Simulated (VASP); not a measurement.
VASP input:

KPOINTS:
```
Automatic mesh
0
Gamma
13 13 2
0 0 0
```

**POSCAR**
```
C
1.0
  2.4614117580   0.0000000000   0.0000000000
 -1.2307058790   2.1316455367   0.0000000000
  0.0000000000   0.0000000000  24.1489486084
C
4
Cartesian
  0.0000000000   0.0000000000  13.7764399679
  0.0000000000   0.0000000000  10.3725086405
 -0.0000012307   1.4210977350  10.3716864122
  1.2307071097   0.7105478017  13.7772621962
```

### INCAR
```
# general
SYSTEM  =  C
PREC    =  Accurate
ENCUT   =  520   # plane-wave cut-off (eV)
LREAL   =  .FALSE.   # projection in real space or not
LASPH   =  .TRUE.

# electronic loop
EDIFF   =  1E-6
NELM    =  100
ALGO    =  Normal   # blocked Davidson

# smearing
ISMEAR  =  1   # Methfessel-Paxton
SIGMA   =  0.1

# functional
GGA     =  PS   # PBEsol

# ions
IBRION  =  2   # conjugate gradients
NSW     =  60   # most ionic steps
ISIF    =  3   # ions, shape and volume
EDIFFG  =  -0.02   # ionic stop

# output
LWAVE   =  .FALSE.
LCHARG  =  .FALSE.
```

POTCAR, in this order: C (PBE.64 set). Program: vasp_std.

Q: Write an equivalent input for Quantum ESPRESSO's pw.x.

A: One equivalent input (not run):
```
&CONTROL
  calculation = 'vc-relax'
  pseudo_dir = './pseudo'
  outdir = './out'
  tprnfor = .true.
  tstress = .true.
  nstep = 60
  forc_conv_thr = 0.00078
/
&SYSTEM
  ibrav = 0
  nat = 4
  ntyp = 1
  ecutwfc = 82
  occupations = 'smearing'
  smearing = 'methfessel-paxton'
  degauss = 0.00735
  input_dft = 'pbesol'
/
&ELECTRONS
  conv_thr = 7.3e-08
  electron_maxstep = 100
/
&IONS
/
&CELL
/
ATOMIC_SPECIES
  C 12.011 C.upf
CELL_PARAMETERS angstrom
     2.4614118    0.0000000    0.0000000
    -1.2307059    2.1316455   -0.0000000
    -0.0000000    0.0000000   24.1489486
ATOMIC_POSITIONS crystal
  C    0.0000000  0.0000000  0.5704778
  C    0.0000000  0.0000000  0.4295222
  C    0.3333330  0.6666670  0.4294881
  C    0.6666670  0.3333330  0.5705119
K_POINTS automatic
  13 13 2 0 0 0
```
Limits of the translation: the potentials are each code's own (VASP's PAW set, PseudoDojo norm-conserving files in pw.x), so ENCUT and ecutwfc are chosen apart and not converted; conv_thr bounds pw.x's estimated SCF error, while EDIFF bounds the energy change between steps; forc_conv_thr acts on force components and is met together with etot_conv_thr.

The cell is a sheet with vacuum, built from a database entry that may be metastable or hypothetical.
